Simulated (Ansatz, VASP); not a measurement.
# ZrTeSe (1T-ZrSeTe monolayer): VASP beside Ansatz

One calculation is typed for both programs; each brings its own data sets. How far apart do they land? The structure shown is the start of the Ansatz relaxation below; VASP solves that cell, so the two are compared at the walk's first step.

Calculated with Ansatz 0.2.0; plane waves, with VASP 6.6.1 beside it; single point at LDA.

**1. The structure**

The cell holds 3 atoms: 1 Te, 1 Zr and 1 Se. Its edges and angles: a = 3.885 Å, b = 3.885 Å, c = 31.044 Å, α = 90.0°, β = 90.0°, γ = 120.0°. Vacuum lies along c. The height across the vacuum is the one that the program set for its solve, not the one typed.

**2. Ansatz: relaxation, LDA**

Ansatz runs on its default PAW (the set named soft_2) files.

The two programs are compared at the cell with which this relaxation starts, whose forces are those of its first step.

Input file input.yaml:

```yaml
crystal:
  lattice:
    - [3.885, 0.0, 0.0]
    - [-1.9425, 3.3645086937, 0.0]
    - [0.0, 0.0, 21.621984967]
  atoms:
    - { symbol: Te, position: [0.6666666667, 0.3333333333, 0.4162430052] }
    - { symbol: Zr, position: [0.0, 0.0, 0.5066309556] }
    - { symbol: Se, position: [0.3333333333, 0.6666666667, 0.5837569948] }
  periodic: [true, true, false]
kpoints:
  mp_grid: { grid: [12, 12, 1] }
hamiltonian:
  xc: lda
scf:
  occupations: { method: fermi_dirac, width: 0.05 }
  convergence: { dr2_threshold: 1.0e-09 }
relax:
  f_tol: 0.004
  max_steps: 90
  cell: {}
output:
  write_potential: true
  write_density: true
  volumetric_format: npy
```

Started as:

```sh
$ ansatz run input.yaml --threads 2 --pin off --max-ram 3072MiB --backend cpu --events-out ev --progress --plain --runs-dir out
```

Numbers of over 12 decimals in the logs are rounded to 6 here.

Log:

```text
Warning: crystal.periodic: the lattice vector that does not repeat stood 0.000° off the slab's normal, 21.622 Å along it as the deck builds it. The run solves the slab on a vector along the normal, 31.044 Å long, with every atom where it was (on the deck's vector they left 18.00 Å outside them, and the widest stretch free of ions among them is 1.95 Å). A fractional position that the run reports is one of the run's ce [...]
Warning: relax.cell: scf.convergence.dr2_threshold = 1e-9 eV is looser than the 1.61674103538e-10 eV advised for a relaxation that steers and ends on the stress (1e-10 eV for each atom of the cell: 3, times the square of relax.cell.stress_2d_tol = 0.05 N/m over 13.6 Å (the atoms' height at the walk's start and 5 Å past either face), 3.671e-2 GPa, over a crystal's default 0.05). What an SCF threshold leaves in a stress goes as its square root, and in the free energy as the threshold itself, and one threshold admits the most on a small cell: [figures from the program's tests cut] Set scf.convergence.dr2_threshold to 1.61674103538e-10 eV or tighter. [rest of the remark cut]
crystal.periodic: the lattice vector that does not repeat stood 0.000° off the slab's normal, 21.622 Å along it as the deck builds it. The run solves the slab on a vector along the normal, 31.044 Å long, with every atom where it was (on the deck's vector they left 18.00 Å outside them, and the widest stretch free of ions among them is 1.95 Å). A fractional position that the run reports is one of the run's cell, which [...]
Engine: ansatz 0.2.0, aarch64-unknown-linux-gnu
Pseudopotentials: kind: paw
Pseudopotential: Te, paw, valence charge 16, recommended cutoff 420 eV (normal), Te.paw.azcp
Pseudopotential: Zr, paw, valence charge 12, recommended cutoff 420 eV (normal), Zr.paw.azcp
Pseudopotential: Se, paw, valence charge 16, recommended cutoff 420 eV (normal), Se.paw.azcp
Functional definition: SPW92
  exchange = slater_x
  correlation = pw_c
Crystal: 3 atoms, lattice volume = 405.779 Å³
Basis set: ecut = 420 eV, 8011 PW (Γ)
Bands: 27, of which v1, the nominal top of the filled ones, is band 22 counted from 1 (21 counted from 0)
Symmetry: 6 space group operations
Space group: P3m1 (ITA 156), of the structure as read, at distance tolerance 7.4e-5 Å
k-points: 19 of 144 (time reversal used)
Non-local potential: Te, projectors of the file, l = 0: 2, l = 1: 2, l = 2: 2, l = 3: 2
Non-local potential: Zr, projectors of the file, l = 0: 3, l = 1: 2, l = 2: 2, l = 3: 2
[...]
preconditioner: auto → LDOS  [metal: Δε(μ)=0.028 eV  Ē_g=7.539 eV  σ=0.050 eV  W_gap=0.14  n_scr=18 (ndim 8)  ℏωp=7.6 eV  f_vac=0.765  D(μ)=1.11/eV (n_scr^D=6)  β→1.0]
SCF iter   2: F=—  HF=-16291.090007 eV  |F-HF|=—  |Δ(HF+E_count)|=   2.43e-6  Δρ=4.88e-5  dr2=8.26e-5  ethr=1.62e-7  ⟨swp⟩=3.0  Hψ=896  notcnv=0
SCF iter   3: F=—  HF=-16291.090001 eV  |F-HF|=—  |Δ(HF+E_count)|=   6.42e-6  Δρ=1.18e-5  dr2=4.40e-6  ethr=1.62e-7  ⟨swp⟩=2.5  Hψ=665  notcnv=0
SCF iter   4: F=—  HF=-16291.090085 eV  |F-HF|=—  |Δ(HF+E_count)|=   8.35e-5  Δρ=2.96e-6  dr2=4.98e-8  ethr=1.00e-8  ⟨swp⟩=2.9  Hψ=740  notcnv=0
SCF iter   5: F=—  HF=-16291.090085 eV  |F-HF|=—  |Δ(HF+E_count)|=   2.66e-8  Δρ=7.58e-7  dr2=2.60e-9  ethr=1.13e-10  ⟨swp⟩=3.7  Hψ=1057  notcnv=0
SCF iter   6: F=-16291.090085 eV  HF=-16291.090085 eV  |F-HF|=2.15e-10  |Δ(HF+E_count)|=   7.71e-9  Δρ=2.96e-7  dr2=5.15e-10  ethr=2.27e-12  ⟨swp⟩=11.9  Hψ=3738  notcnv=0
SCF 6 converged in 6 iterations: F = -16291.090085 eV  dr2 = 5.15e-10
relax step   6: F+E_penalty+E_count = -16291.09008463 eV  Δ(F+E_penalty+E_count) = -6.491e-5 eV  max|allowed force component| = 1.590e-3 eV/Å  Δτ_max = 0.0028 Å  P = +0.004 N/m  Ω = 382.214 Å³  energy of the carried Pulay correction = +8.948e-4 eV  fix = [c, alpha, beta]  reactions: c +0.000 N/m  (6 SCF iters, accepted)
Initial wavefunctions: pseudopotential atomic-orbital guess (no wavefunctions were taken with the density)
iter 1 solved again at ethr=5.46e-7 eV; its pass at ethr=3.10e-3 eV (dr2=2.40e-4 eV) is discarded
SCF iter   1: F=—  HF=-16291.089142 eV  |F-HF|=—  |Δ(HF+E_count)|=         —  Δρ=2.73e-5  dr2=3.92e-7  ethr=5.46e-7  ⟨swp⟩=5.7  Hψ=5197  notcnv=0
eigensolver tolerance schedule: the retry pair's looser diagonalisation over-reported the residual by 611.61 of it (diagonalisation noise at 0.12 of the residual, at the tolerance the schedule requests for it); recorded, not acted on — ethr = c·dr2/N_el stays at c = 1.0e-1
preconditioner: auto → LDOS  [metal: Δε(μ)=0.027 eV  Ē_g=7.540 eV  σ=0.050 eV  W_gap=0.13  n_scr=18 (ndim 8)  ℏωp=7.6 eV  f_vac=0.765  D(μ)=1.11/eV (n_scr^D=6)  β→1.0]
SCF iter   2: F=—  HF=-16291.089223 eV  |F-HF|=—  |Δ(HF+E_count)|=   8.09e-5  Δρ=6.57e-6  dr2=1.93e-7  ethr=8.91e-10  ⟨swp⟩=4.3  Hψ=1321  notcnv=0
SCF iter   3: F=—  HF=-16291.089223 eV  |F-HF|=—  |Δ(HF+E_count)|=   2.21e-7  Δρ=2.54e-6  dr2=4.48e-8  ethr=4.40e-10  ⟨swp⟩=2.9  Hψ=1042  notcnv=0
SCF iter   4: F=—  HF=-16291.089223 eV  |F-HF|=—  |Δ(HF+E_count)|=   1.45e-8  Δρ=4.60e-7  dr2=7.51e-10  ethr=2.27e-12  ⟨swp⟩=15.7  Hψ=5107  notcnv=0
SCF iter   5: F=-16291.089223 eV  HF=-16291.089223 eV  |F-HF|=2.44e-10  |Δ(HF+E_count)|=  4.40e-10  Δρ=1.11e-7  dr2=2.27e-10  ethr=1.71e-12  ⟨swp⟩=9.8  Hψ=2910  notcnv=0
SCF 7 converged in 5 iterations: F = -16291.089223 eV  dr2 = 2.27e-10
relax step   7: F+E_penalty+E_count = -16291.08922301 eV  Δ(F+E_penalty+E_count) = +8.616e-4 eV  max|allowed force component| = 1.662e-3 eV/Å  Δτ_max = 0.0000 Å  P = +0.001 N/m  Ω = 382.214 Å³  fix = [c, alpha, beta]  reactions: c +0.000 N/m  stress off target by 9.91e-4 N/m on what of the cell is left free  SCF on the basis re-selected at this cell (its energy is not comparable with the rows above)  (5 SCF iters)
basis re-selected at this cell: Δ(F+E_penalty+E_count) = +8.616e-4 eV, ΔP = -0.003 N/m vs the last step (what re-selecting the basis moved, of the pressure what is left beyond the Pulay correction that the steps carried, after the strain that the cell walked since its last selection, with what the two solves' SCF thresholds leave and, on support functions, any second-order correction that the steps lacked; it is no m [...]
WARN: The output density's exchange-correlation potential varies sharply where the density is thin. Do not read a vacuum level from v_tot or v_xc, or from such a field of the output density. On a cell that repeats whose density bears no net charge and no dipole along the vacuum's axis use v_es (v_loc + v_h of the components); under efield.dipole_correction with no amplitude use v_es + v_field, which holds any externa [...]
SCF converged after 5 iterations
Free energy (F): -16291.089223 eV
Harris-Foulkes:  -16291.089223 eV  (|F-HF|=2.44e-10)
Internal energy: -16291.081011 eV  (E = F + TS)
E sigma→0 (E₀):  -16291.085117 eV
Entropy (-TS):   -0.008212 eV (-2.737 meV/atom)
Fermi energy:    -5.122053 eV
--- Per-component energies (eV) ---
  E_band       = -1406.933520
  E_kinetic    = 636.380994
  E_local      = -89830.622337  (includes V_loc(G=0)·N_el)
  E_nonlocal   = -810.907865
  E_hartree    = 44622.836498
  E_xc         = -389.116628
  E_vxc        = -395.498247  (∫ρ·V_xc dr)
  E_paw        = -9185.797330  (= ΣΔE_a)
  E_vpaw       = -251.959721  (= ΣTr[D̂ρ^β])
  E_aug_tail   = -0.000750  (compensation charges beyond the density's cutoff)
  E_ewald      = 38662.879984
  E_core_change = 3.266424  (= ΣΔE_core)
  E_smearing   = -0.008212  (= −TS)
  E_closure    = 0.000000  (closes the sum)
  Σ components = -16291.089223   (vs F -16291.089223, Δ=0.00e0)
--- Forces (eV/Å), atoms counted from 1 ---
  atom   1  Te     0.00000000     0.00000000    -0.00016714
  atom   2  Zr    -0.00000000    -0.00000000    -0.00159619
  atom   3  Se    -0.00000000    -0.00000000     0.00161066
  max |Σ_I F_I| component: 1.53e-4 eV/Å
--- 2D stress c σ (N/m, compression-positive) ---
        0.000991      -0.000000       0.000000
       -0.000000       0.000991      -0.000000
        0.000000      -0.000000       0.000000
  P = ½ c Tr σ = 0.0010 N/m
--- Band table (eV; the first three rows and the last of 19) ---
  k-point 0: bands = [... 18 lower, -7.8485, -6.8758, -4.6471, -4.6471, -4.3684, -4.3684, -3.9758, -1.1834, ... 1 higher]
  k-point 1: bands = [... 18 lower, -7.8236, -6.6562, -5.4654, -5.0984, -4.2674, -3.9062, -3.6980, -1.4430, ... 1 higher]
  k-point 2: bands = [... 18 lower, -7.7729, -6.7638, -6.2754, -5.5580, -4.4467, -3.4342, -3.4034, -1.9033, ... 1 higher]
  k-point 18: bands = [... 18 lower, -8.8566, -7.7008, -7.6638, -7.3495, -3.4984, -3.2731, -3.2255, -1.3487, ... 1 higher]
  the weakly bound empty levels are not read free of the cell's end (no_gap_told)
--- Relaxed structure (6 steps of the walk, 6 accepted, 1 SCFs on fresh bases) ---
  F+E_penalty+E_count = -16291.08922301 eV   max|allowed force component| = 1.662e-3 eV/Å   (the final SCF, on the basis selected at the relaxed cell)
  cell:  # Å, volume = 382.2137 Å³
    - [3.770502, 0.0, 0]
    - [-1.885251, 3.265350, 0]
    - [0, 0, 31.043970]
  atoms:
    - { symbol: Te, position: [0.666667, 0.333333, 0.293332] }
    - { symbol: Zr, position: [7.543545929392872e-19, 0, 0.354142] }
    - { symbol: Se, position: [0.333333, 0.666667, 0.401888] }
```

**3. VASP: single point, LDA, start cell**

The same cell, functional (in two slightly different forms), mesh and smearing now go to VASP, with its own data sets.

Lines of VASP's logs that name or quote its potential files are left out, and so is its time.

Input file INCAR:

```
SYSTEM = ZrTeSe
PREC = Accurate
ENCUT = 400
EDIFF = 1E-06
NELM = 120
ISMEAR = -1
SIGMA = 0.05
LREAL = .FALSE.
ALGO = Normal
GGA = CA
NBANDS = 18
LASPH = .TRUE.
LORBIT = 11
LWAVE = .FALSE.
LCHARG = .FALSE.
ISIF = 2
LDIPOL = .TRUE.
IDIPOL = 3
DIPOL = 0.5 0.5 0.35
LVHAR = .TRUE.
GGA_COMPAT = .FALSE.
NELMDL = -8
```

Input file POSCAR:

```
ZrTeSe
1.0
    3.8850000000      0.0000000000      0.0000000000
   -1.9425000000      3.3645090000      0.0000000000
    0.0000000000      0.0000000000     31.0439700000
Te Zr Se
1 1 1
Direct
    0.6666666667      0.3333333333      0.2899113741
    0.0000000000      0.0000000000      0.3528661766
    0.3333333333      0.6666666667      0.4065841128
```

Input file KPOINTS:

```
Automatic mesh
0
Gamma
12 12 1
0 0 0
```

The projector-augmented-wave data sets are Te, Zr_sv and Se (LDA family, release 64).

Started as:

```sh
$ mpirun -np 1 vasp_std
```

Log:

```text
[banner, memory and clock lines left out]
running    1 mpi-ranks, on    1 nodes
 distrk:  each k-point on    1 cores,    1 groups
 distr:  one band on    1 cores,    1 groups

 POSCAR found type information on POSCAR TeZrSe
 POSCAR found :  3 types and       3 ions
 LDA part: xc-table for (Slater(with rela. corr.)+CA(PZ))
 , standard interpolation
 POSCAR, INCAR and KPOINTS ok, starting setup
 FFT: planning ... GRIDC
 FFT: planning ... GRID_SOFT
 FFT: planning ... GRID
 WAVECAR not read
 entering main loop
       N       E                     dE             d eps       ncg     rms          rms(c)
DAV:   1     0.146836284574E+03    0.14684E+03   -0.85668E+03   884   0.770E+02
DAV:   2    -0.342511432488E+01   -0.15026E+03   -0.14614E+03   942   0.192E+02
DAV:   3    -0.207494360594E+02   -0.17324E+02   -0.17217E+02  1244   0.604E+01
DAV:   4    -0.216812366001E+02   -0.93180E+00   -0.92969E+00  1048   0.110E+01
DAV:   5    -0.217073073020E+02   -0.26071E-01   -0.26032E-01  1070   0.204E+00
DAV:   6    -0.217077492488E+02   -0.44195E-03   -0.44175E-03  1024   0.271E-01
DAV:   7    -0.217077600013E+02   -0.10752E-04   -0.10751E-04  1044   0.403E-02
DAV:   8    -0.217077603404E+02   -0.33913E-06   -0.33909E-06   968   0.603E-03    0.109E+01
DAV:   9    -0.202574596250E+02    0.14503E+01   -0.72646E+00   822   0.126E+01    0.542E+00
DAV:  10    -0.201327061964E+02    0.12475E+00   -0.14875E+00   790   0.517E+00    0.241E+00
DAV:  11    -0.200821529345E+02    0.50553E-01   -0.26558E-01   822   0.246E+00    0.757E-01
DAV:  12    -0.200794307251E+02    0.27222E-02   -0.20271E-02   998   0.783E-01    0.299E-01
DAV:  13    -0.200783921697E+02    0.10386E-02   -0.26443E-03   920   0.364E-01    0.169E-01
DAV:  14    -0.200783188978E+02    0.73272E-04   -0.48125E-04   984   0.124E-01    0.802E-02
[...]
DAV:  20    -0.200793087289E+02   -0.10627E-03   -0.53508E-06   810   0.788E-03    0.283E-03
DAV:  21    -0.200793323794E+02   -0.23650E-04   -0.89751E-07   758   0.294E-03    0.274E-03
DAV:  22    -0.200793478964E+02   -0.15517E-04   -0.62611E-07   684   0.310E-03    0.952E-04
DAV:  23    -0.200793524570E+02   -0.45606E-05   -0.15011E-07   646   0.141E-03    0.770E-04
DAV:  24    -0.200793584139E+02   -0.59569E-05   -0.19170E-07   622   0.116E-03    0.343E-04
DAV:  25    -0.200793594496E+02   -0.10357E-05   -0.18315E-08   554   0.421E-04    0.181E-04
DAV:  26    -0.200793614863E+02   -0.20367E-05   -0.55755E-08   586   0.729E-04    0.279E-04
DAV:  27    -0.200793618747E+02   -0.38837E-06   -0.50231E-09   444   0.314E-04
   1 F= -.20079362E+02 E0= -.20075336E+02  d E =-.805225E-02
```

OUTCAR, selected parts (step 3):

```text
ion  position               nearest neighbor table
   1  0.667  0.333  0.290-   2 2.98   2 2.98   2 2.98
   2  0.000  0.000  0.353-   3 2.80   3 2.80   3 2.80   1 2.98   1 2.98   1 2.98
   3  0.333  0.667  0.407-   2 2.80   2 2.80   2 2.80

  LATTYP: Found a hexagonal cell.
 ALAT       =     3.8850000000
 C/A-ratio  =     7.9907258687

 Subroutine GETGRP returns: Found  6 space group operations
 (whereof  6 operations were pure point group operations)

The static configuration has the point symmetry C_3v.

 Found     19 irreducible k-points:

   k-points           NKPTS =     19   k-points in BZ     NKDIM =     19   number of bands    NBANDS=     18

   dimension x,y,z NGX =    28 NGY =   28 NGZ =  210
   dimension x,y,z NGXF=    56 NGYF=   56 NGZF=  420

   ENCUT  =  400.0 eV  29.40 Ry    5.42 a.u.   6.34  6.34 50.62*2*pi/ulx,y,z

   NELECT =      24.0000    total number of electrons

 k-points in reciprocal lattice and weights: Automatic mesh
   0.00000000  0.00000000  0.00000000       0.007
   0.08333333 -0.00000000  0.00000000       0.042
   0.16666667 -0.00000000  0.00000000       0.042
   0.25000000 -0.00000000  0.00000000       0.042
   0.33333333 -0.00000000  0.00000000       0.042
   0.41666667 -0.00000000  0.00000000       0.042
   0.50000000 -0.00000000  0.00000000       0.021
   0.08333333  0.08333333  0.00000000       0.042
   0.16666667  0.08333333  0.00000000       0.083
[...]
0.33333333  0.25000000  0.00000000       0.083
   0.33333333  0.33333333  0.00000000       0.014

 dipolmoment           0.000000      0.000000      0.024006 electrons x Angstroem

 average (electrostatic) potential at core
       1 -97.6802       2 -87.5432       3 -67.0794

 E-fermi :  -3.0863

 k-point     1 :       0.0000    0.0000    0.0000
  band No.  band energies     occupation
    ...
      6     -14.2206      2.00000
      7      -7.1768      2.00000
      8      -5.1399      2.00000
      9      -5.1399      2.00000
     10      -4.6465      2.00000
     11      -2.7295      0.00159
     12      -2.7295      0.00159
     13      -2.2691      0.00000
     14      -2.2691      0.00000
     15      -2.1950      0.00000
    ...

 k-point     2 :       0.0833   -0.0000    0.0000
  band No.  band energies     occupation
    ...
      8      -5.4408      2.00000
      9      -5.1226      2.00000
     10      -4.4236      2.00000
     11      -3.4197      1.99746
     12      -3.0538      0.68613
     13      -2.2883      0.00000
     14      -1.9459      0.00000
     15      -1.8853      0.00000
     16       0.1307      0.00000
     17       0.4678      0.00000
    ...

 k-point     3 :       0.1667   -0.0000    0.0000
  band No.  band energies     occupation
    ...
      8      -5.8652      2.00000
      9      -5.0934      2.00000
     10      -4.5613      2.00000
     11      -4.1575      2.00000
     12      -3.4523      1.99868
     13      -2.4593      0.00001
     14      -1.5935      0.00000
     15      -1.5575      0.00000
     16      -0.2482      0.00000
     17       0.4132      0.00000
    ...

  Total       -4.0014566     -4.0014573     -5.1589860     -0.0000000      0.0000000      0.0000000
  in kB      -15.7993317    -15.7993346    -20.3697153     -0.0000000      0.0000000      0.0000000
  external PRESSURE =     -17.3227938 kB  Pullay stress =       0.0000000 kB

  energy-cutoff  :      400.00
  volume of cell :      405.78
      direct lattice vectors                 reciprocal lattice vectors
     3.885000000  0.000000000  0.000000000     0.257400257  0.148610094  0.000000000
    -1.942500000  3.364509000  0.000000000     0.000000000  0.297220189  0.000000000
     0.000000000  0.000000000 31.043970000     0.000000000  0.000000000  0.032212375

 POSITION                                       TOTAL-FORCE (eV/Angst)
 -----------------------------------------------------------------------------------
      1.94250      1.12150      9.00000        -0.000000      0.000000      1.096652
      0.00000      0.00000     10.95437        -0.000000     -0.000000      0.688153
     -0.00000      2.24301     12.62199         0.000000     -0.000000     -1.784805
 -----------------------------------------------------------------------------------
    total drift:                                0.000000     -0.000001      0.000256

  FREE ENERGIE OF THE ION-ELECTRON SYSTEM (eV)
  ---------------------------------------------------
  free  energy   TOTEN  =       -20.0793618747 eV

  energy  without entropy=      -20.0713096256  energy(sigma->0) =      -20.07533575

 vacuum level on the upper side and lower side of the slab         2.400         2.068

 total charge
# of ion       s       p       d       tot
------------------------------------------
    1        1.387   1.996   0.029   3.412
    2        2.160   5.981   1.443   9.583
    3        1.470   2.325   0.022   3.817
--------------------------------------------------
tot          5.017  10.302   1.493  16.812

[... 3 further parts left out ...]
```

**4. Comparison**

Known differences besides the potentials themselves: the two LDA forms differ slightly; Ansatz cuts the interaction across the vacuum, VASP repeats the sheet with a dipole correction; the data sets hold 44 valence electrons in Ansatz (on its default PAW (the set named soft_2) files) and 24 in VASP; the cutoff is 420 eV in Ansatz and 400 eV in VASP; VASP's log shows a relativistic correction to its local exchange, Ansatz's none. Total energies have different zeros and are not compared.

Forces (eV/Å; atoms numbered as in POSCAR):

| atom | Ansatz x, y, z | VASP x, y, z |
| --- | --- | --- |
| Te1 | 0.000, 0.000, 1.130 | 0.000, 0.000, 1.097 |
| Zr2 | 0.000, 0.000, 0.679 | 0.000, 0.000, 0.688 |
| Se3 | 0.000, 0.000, -1.809 | 0.000, 0.000, -1.785 |

The forces differ by 14 meV/Å r.m.s., which is 1.9 % of the r.m.s. force of 0.735 eV/Å (both taken over all components). With vacuum in the cell, a pressure given here is an average over mostly empty space and none of the material.

**5. Results**

```json
{
 "r.m.s. force difference (single point, LDA, start cell)": "1.9 % of the r.m.s. force"
}
```

The r.m.s. force difference is 1.9 % of the r.m.s. force (single point, LDA, start cell), within the 3 % picked in this series as the mark of a large difference. The data sets hold unlike numbers of valence electrons (44 in Ansatz and 24 in VASP), so part of the differences comes from the potentials. Such differences can come from data sets, numerical settings and the points named under the comparisons, not from the functional's error against experiment.

[Lines on the potential files, build, host, timing and source positions are cut from VASP's logs without a mark.]

[Logs are printed without paths, hosts, clocks, repeated set-up lines and the standing remarks that a program may print on its own settings, such as how far it seeks lower states.]

[Hosts, paths, dates, database ids (printed as entryN), source tags and the programs' standing remarks are cut or masked in the printed files.]
